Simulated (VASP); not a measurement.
# TePt: structure and properties in VASP, part 5 of 6

How well does PBEsol reproduce what experiment finds for TePt? The cell is relaxed first, and properties follow on it. The start is a cell from a database of measured crystal structures.

VASP 6.6.1; PBEsol; plane waves and PAW (Te, Pt).

So far. Step 11 (Volume scan with PBEsol, volume scale 1.04): The run ends at a pressure of -4.69 GPa, with forces up to 0.42 eV/Å.

The database entry behind the starting cell differs from later determinations by our own check (c about 0.8 % long), so it need not match the best structure at ambient conditions.

## 12. Volume scan with PBEsol, volume scale 1.06

A prediction first. A parabola through the 6 pressures of evenly scaled cells so far, P = 0.02 -134.1 t +368 t² GPa with t = ln(V/V₁) and V₁ the volume at scale 1, gives -6.55 GPa at t = +0.0583.

Contents of INCAR:

```
SYSTEM = TePt
PREC = Accurate
ENCUT = 400
EDIFF = 1E-06
NELM = 100
ISMEAR = 0
SIGMA = 0.05
LREAL = .FALSE.
ALGO = Normal
GGA = PS
NBANDS = 22
LASPH = .TRUE.
LORBIT = 11
LWAVE = .FALSE.
LCHARG = .FALSE.
KPAR = 4
ISIF = 2
```

Contents of POSCAR:

```
TePt
1.0
   -4.0319509978      0.0000000000      0.0000000000
    2.0159754989     -3.4917719909      0.0000000000
    2.0159754989      1.1639239970      6.7565349655
Te Pt
2 2
Direct
    0.1974739032      0.0987369516      0.2962108549
    0.8025260968      0.9012630484      0.7037891451
    0.7400761124      0.3700380562      0.1101141686
    0.2599238876      0.6299619438      0.8898858314
```

Contents of KPOINTS:

```
Automatic mesh
0
Gamma
7 7 7
0 0 0
```

The projector-augmented-wave data sets are Te and Pt (PBE family, release 64).

Launch:

```
$ mpirun -np 4 vasp_std
```

What it wrote:

```text
[... set-up lines as in an earlier step ...]
 entering main loop
       N       E                     dE             d eps       ncg     rms          rms(c)
DAV:   1     0.137205562554E+03    0.13721E+03   -0.12030E+04  1936   0.104E+03
DAV:   2    -0.167905068889E+02   -0.15400E+03   -0.14339E+03  2382   0.210E+02
DAV:   3    -0.229155310177E+02   -0.61250E+01   -0.59992E+01  2346   0.423E+01
DAV:   4    -0.230083405003E+02   -0.92809E-01   -0.92751E-01  2394   0.572E+00
[...]
DAV:  11    -0.222456468450E+02    0.48929E-04   -0.23610E-04  2194   0.903E-02    0.390E-02
DAV:  12    -0.222456504486E+02   -0.36035E-05   -0.16631E-05  2322   0.244E-02    0.285E-02
DAV:  13    -0.222456504842E+02   -0.35666E-07   -0.10288E-06  1430   0.760E-03
   1 F= -.22245650E+02 E0= -.22244220E+02  d E =-.286162E-02
```

It took 14 s on 4 MPI ranks of Intel Xeon 6975P-C (Granite Rapids), shared host; peak memory 0.83 GiB.

From OUTCAR (step 12):

```text
  Total       -4.3149058     -4.3149058     -3.2120275      0.0000000     -0.0000000      0.0000000
  in kB      -72.6769596    -72.6769596    -54.1009237      0.0000000     -0.0000000      0.0000000
  external PRESSURE =     -66.4849476 kB  Pullay stress =       0.0000000 kB

 POSITION                                       TOTAL-FORCE (eV/Angst)
 -----------------------------------------------------------------------------------
      0.00000      0.00000      2.00136         0.000000     -0.000000     -0.605548
     -0.00000     -2.32785      4.75518         0.000000      0.000000      0.605548
     -2.01598     -1.16392      0.74399         0.000000     -0.000000     -0.003583
      2.01598     -1.16392      6.01254        -0.000000      0.000000      0.003583
 -----------------------------------------------------------------------------------
    total drift:                                0.000000      0.000000      0.000000

  FREE ENERGIE OF THE ION-ELECTRON SYSTEM (eV)
  ---------------------------------------------------
  free  energy   TOTEN  =       -22.2456504842 eV

  energy  without entropy=      -22.2427888626  energy(sigma->0) =      -22.24421967

[... 1 part as in an earlier step ...]

[... 2 further parts left out ...]
[key lines of the parts left out:]
E-fermi :   7.5109
```

The pressure falls from -4.69 to -6.65 GPa. The parabola predicted -6.55 GPa, +0.10 GPa off.

## 13. Side by side

Times are for 4 MPI ranks of Intel Xeon 6975P-C (Granite Rapids), shared host. Results by setting:

| no. | volume scale | energy above the lowest point (meV/atom) | pressure (GPa) | time | memory (GiB) |
| --- | --- | --- | --- | --- | --- |
| 1 | 0.94 | 38.83 | 9.738 | 14 s | 0.85 |
| 2 | 0.96 | 16.65 | 6.095 | 15 s | 0.84 |
| 3 | 0.98 | 4.07 | 2.873 | 15 s | 0.84 |
| 4 | 1 | 0 | 0.02269 | 14 s | 0.85 |
| 5 | 1.02 | 3.43 | -2.470 | 15 s | 0.85 |
| 6 | 1.04 | 13.48 | -4.689 | 14 s | 0.84 |
| 7 | 1.06 | 29.36 | -6.648 | 14 s | 0.83 |

## 14. Fit for PBEsol

This step: Birch-Murnaghan fit, PBEsol; plane waves and PAW (VASP 6.6.1).

This step runs nothing: it gathers the runs above.

Numbers from this step:

```yaml
pressure_derivative_of_the_bulk_modulus: 5.233
r_m_s_error_of_the_fit: 4.56e-6 eV/atom
minimum_inside_the_sampled_range: yes
bulk_modulus: 133.4 GPa
equilibrium_volume_of_the_fit: 22.44 Å³/atom
```

The energy above the fitted minimum by volume:

| volume (Å³/atom) | energy above the fitted minimum (eV/atom) |
| --- | --- |
| 21.09 | 0.0388 |
| 21.54 | 0.0166 |
| 21.99 | 0.00407 |
| 22.43 | -2.6e-6 |
| 22.88 | 0.00343 |
| 23.33 | 0.0135 |
| 23.78 | 0.0294 |

The fitted volume lies +0.04 % from the relaxed one. The atoms bear forces along the scan, since they were held; freeing them would lower the modulus.

## 15. Vibrations at Γ (PBEsol)

This step: PBEsol; plane waves and PAW (Te, Pt) (VASP 6.6.1).

Zone-centre modes test whether the atoms sit at a minimum within this cell. IBRION = 8 takes the force constants from linear response, which needs tightly converged orbitals.

Contents of INCAR:

```
SYSTEM = TePt
PREC = Accurate
ENCUT = 400
EDIFF = 1E-08
NELM = 100
ISMEAR = 1
SIGMA = 0.2
LREAL = .FALSE.
ALGO = Normal
GGA = PS
NBANDS = 22
LASPH = .TRUE.
LORBIT = 11
LWAVE = .FALSE.
LCHARG = .FALSE.
KPAR = 4
IBRION = 8
ISIF = 2
```

Contents of POSCAR:

```
TePt
1.0
   -3.9543941672      0.0000000000      0.0000000000
    1.9771970836     -3.4246058054      0.0000000000
    1.9771970836      1.1415352685      6.6265692397
Te Pt
2 2
Direct
    0.1974739032      0.0987369516      0.2962108549
    0.8025260968      0.9012630484      0.7037891451
    0.7400761124      0.3700380562      0.1101141686
    0.2599238876      0.6299619438      0.8898858314
```

Contents of KPOINTS:

```
Automatic mesh
0
Gamma
12 12 12
0 0 0
```

Launch:

```
$ mpirun -np 4 vasp_std
```

What it wrote:

```text
[... set-up lines as in an earlier step ...]
 entering main loop
       N       E                     dE             d eps       ncg     rms          rms(c)
DAV:   1     0.141062658398E+03    0.14106E+03   -0.12139E+04  8316   0.104E+03
DAV:   2    -0.167394365840E+02   -0.15780E+03   -0.14728E+03 10118   0.215E+02
DAV:   3    -0.230304530297E+02   -0.62910E+01   -0.61776E+01 10038   0.431E+01
DAV:   4    -0.231201099822E+02   -0.89657E-01   -0.89609E-01 10254   0.575E+00
DAV:   5    -0.231215295754E+02   -0.14196E-02   -0.14194E-02 10112   0.672E-01    0.166E+01
DAV:   6    -0.225220571327E+02    0.59947E+00   -0.19530E+00  9108   0.115E+01    0.940E+00
DAV:   7    -0.224029814482E+02    0.11908E+00   -0.40021E-01  8574   0.553E+00    0.314E+00
DAV:   8    -0.223594378783E+02    0.43544E-01   -0.12994E-01  9090   0.306E+00    0.115E+00
DAV:   9    -0.223588485571E+02    0.58932E-03   -0.13159E-02  9712   0.707E-01    0.452E-01
DAV:  10    -0.223582598545E+02    0.58870E-03   -0.33336E-03  9462   0.399E-01    0.102E-01
DAV:  11    -0.223582255601E+02    0.34294E-04   -0.17409E-04  9660   0.815E-02    0.463E-02
DAV:  12    -0.223582250072E+02    0.55289E-06   -0.18074E-05  9824   0.301E-02    0.370E-02
DAV:  13    -0.223582239832E+02    0.10240E-05   -0.25189E-06  9444   0.120E-02    0.130E-02
DAV:  14    -0.223582235718E+02    0.41138E-06   -0.89354E-07  9668   0.620E-03    0.116E-03
DAV:  15    -0.223582235631E+02    0.86848E-08   -0.13085E-07  9572   0.243E-03    0.888E-04
DAV:  16    -0.223582235638E+02   -0.66530E-09   -0.78571E-09  5460   0.576E-04
   1 F= -.22358224E+02 E0= -.22358649E+02  d E =0.127517E-02
 Linear response reoptimize wavefunctions to high precision
DAV:   1    -0.223582235398E+02    0.23966E-07   -0.86644E-10  6552   0.209E-04
DAV:   2    -0.223582235399E+02   -0.20009E-10   -0.98199E-11  4992   0.697E-05
 Linear response DOF=           4
 Linear response progress:
  Degree of freedom:   1/  4
       N       E                     dE             d eps       ncg     rms          rms(c)
RMM:   1    -0.424816895851E-01   -0.42482E-01    0.37607E-02 97738   0.102E+00
RMM:   2    -0.416355451502E-01    0.84614E-03   -0.14324E-03 59321   0.199E-01    0.105E-01
RMM:   3    -0.414882747559E-01    0.14727E-03   -0.83145E-05 62825   0.489E-02    0.669E-02
RMM:   4    -0.413453682999E-01    0.14291E-03   -0.36032E-05 63650   0.293E-02    0.973E-03
RMM:   5    -0.413352304711E-01    0.10138E-04   -0.17206E-06 64145   0.711E-03    0.446E-03
RMM:   6    -0.413334610501E-01    0.17694E-05   -0.35954E-07 64954   0.253E-03    0.181E-03
RMM:   7    -0.413346491330E-01   -0.11881E-05   -0.32113E-07 64792   0.731E-04    0.624E-04
RMM:   8    -0.413344433613E-01    0.20577E-06   -0.16333E-08 65437   0.238E-04    0.125E-04
RMM:   9    -0.413342259384E-01    0.21742E-06    0.12135E-08 65874   0.808E-05    0.247E-05
RMM:  10    -0.413341953095E-01    0.30629E-07   -0.45951E-08 66045   0.265E-05    0.797E-06
RMM:  11    -0.413341877415E-01    0.75680E-08   -0.20063E-08 65894   0.129E-05    0.395E-06
 first order change of Fermi-energy   0.30558E-06
 force on displaced ion       1 direction 1 :  -7.514  -0.001  -0.001
 Linear response progress:
  Degree of freedom:   2/  4
       N       E                     dE             d eps       ncg     rms          rms(c)
RMM:   1    -0.617396926848E-01   -0.61740E-01    0.31229E-02 21270   0.104E+00
RMM:   2    -0.593523960260E-01    0.23873E-02   -0.15761E-03 12776   0.204E-01    0.150E-01
RMM:   3    -0.591353390883E-01    0.21706E-03   -0.16896E-04 13513   0.575E-02    0.105E-01
RMM:   4    -0.590003299314E-01    0.13501E-03   -0.64531E-05 13557   0.442E-02    0.440E-02
RMM:   5    -0.589535665458E-01    0.46763E-04   -0.22032E-05 13581   0.244E-02    0.122E-02
RMM:   6    -0.589592928606E-01   -0.57263E-05   -0.23376E-06 13734   0.916E-03    0.723E-03
RMM:   7    -0.589634743095E-01   -0.41814E-05   -0.79895E-07 13645   0.342E-03    0.331E-03
RMM:   8    -0.589650158806E-01   -0.15416E-05   -0.10043E-07 13923   0.105E-03    0.564E-04
RMM:   9    -0.589643203734E-01    0.69551E-06    0.93563E-09 14103   0.354E-04    0.188E-04
RMM:  10    -0.589640627512E-01    0.25762E-06   -0.17208E-08 14189   0.105E-04    0.557E-05
RMM:  11    -0.589639798132E-01    0.82938E-07   -0.71717E-08 14275   0.439E-05    0.153E-05
RMM:  12    -0.589639980664E-01   -0.18253E-07   -0.81355E-08 14228   0.208E-05    0.569E-06
RMM:  13    -0.589640008156E-01   -0.27492E-08   -0.86913E-09 14388   0.904E-06    0.433E-06
 first order change of Fermi-energy  -0.30339E+00
 force on displaced ion       1 direction 3 :  -0.000  -0.000  -8.315
 Linear response progress:
  Degree of freedom:   3/  4
       N       E                     dE             d eps       ncg     rms          rms(c)
RMM:   1    -0.259706924871E+00   -0.25971E+00   -0.27593E-01 63523   0.310E+00
RMM:   2    -0.252711672783E+00    0.69953E-02   -0.56172E-03 57385   0.426E-01    0.173E-01
RMM:   3    -0.252715832530E+00   -0.41597E-05   -0.23209E-04 61981   0.928E-02    0.105E-01
RMM:   4    -0.253166225707E+00   -0.45039E-03   -0.35465E-04 62355   0.996E-02    0.145E-02
RMM:   5    -0.253132409080E+00    0.33817E-04   -0.14677E-05 63133   0.234E-02    0.730E-03
RMM:   6    -0.253128973070E+00    0.34360E-05   -0.21327E-06 64150   0.684E-03    0.156E-03
RMM:   7    -0.253111927705E+00    0.17045E-04   -0.13641E-06 63484   0.336E-03    0.100E-03
RMM:   8    -0.253105026969E+00    0.69007E-05   -0.63218E-07 63471   0.165E-03    0.109E-04
RMM:   9    -0.253103945396E+00    0.10816E-05    0.22709E-07 66248   0.412E-04    0.643E-05
RMM:  10    -0.253103955722E+00   -0.10326E-07   -0.28194E-08 64993   0.101E-04    0.430E-05
RMM:  11    -0.253104060309E+00   -0.10459E-06   -0.80533E-09 65439   0.485E-05    0.236E-05
RMM:  12    -0.253104136387E+00   -0.76078E-07   -0.14684E-08 64817   0.488E-05    0.298E-06
RMM:  13    -0.253104144992E+00   -0.86048E-08   -0.65409E-09 66155   0.225E-05    0.139E-06
 first order change of Fermi-energy   0.14225E-05
 force on displaced ion       3 direction 1 : -12.173  -0.012   0.001
 Linear response progress:
  Degree of freedom:   4/  4
       N       E                     dE             d eps       ncg     rms          rms(c)
RMM:   1    -0.279613935716E+00   -0.27961E+00   -0.28606E-01 13960   0.312E+00
RMM:   2    -0.271612624096E+00    0.80013E-02   -0.58281E-03 12475   0.444E-01    0.211E-01
RMM:   3    -0.271327476471E+00    0.28515E-03   -0.61839E-04 13052   0.135E-01    0.128E-01
RMM:   4    -0.271471540368E+00   -0.14406E-03   -0.41166E-04 13308   0.104E-01    0.474E-02
RMM:   5    -0.271588320519E+00   -0.11678E-03   -0.72126E-05 13441   0.431E-02    0.181E-02
RMM:   6    -0.271585222030E+00    0.30985E-05   -0.11972E-05 13462   0.167E-02    0.762E-03
RMM:   7    -0.271572371934E+00    0.12850E-04   -0.19473E-06 13579   0.743E-03    0.282E-03
RMM:   8    -0.271555284994E+00    0.17087E-04   -0.16007E-07 13857   0.226E-03    0.106E-03
RMM:   9    -0.271542652163E+00    0.12633E-04   -0.12540E-08 13807   0.691E-04    0.238E-04
RMM:  10    -0.271540332503E+00    0.23197E-05   -0.15121E-08 14184   0.185E-04    0.581E-05
RMM:  11    -0.271539890535E+00    0.44197E-06   -0.13233E-07 14201   0.470E-05    0.190E-05
RMM:  12    -0.271539847483E+00    0.43052E-07   -0.38150E-08 14256   0.259E-05    0.452E-06
RMM:  13    -0.271539852081E+00   -0.45985E-08   -0.17221E-08 14292   0.146E-05    0.231E-06
 first order change of Fermi-energy   0.28116E-01
 force on displaced ion       3 direction 3 :   0.000  -0.000 -10.832
 Linear response finished
```

Run time: 9.8 min. Hardware: 4 MPI ranks; peak memory 8.5 GiB.

[end of part 5 of 6]

[Lines on the potential files, build, host, timing and source positions are cut from VASP's logs without a mark.]

[Logs are printed without paths, hosts, clocks, repeated set-up lines and the standing remarks that a program may print on its own settings, such as how far it seeks lower states.]

[Hosts, paths, dates, database ids (printed as entryN), source tags and the programs' standing remarks are cut or masked in the printed files.]

[A measured line is paired with the nearest computed mode of its activity, which favours agreement.]
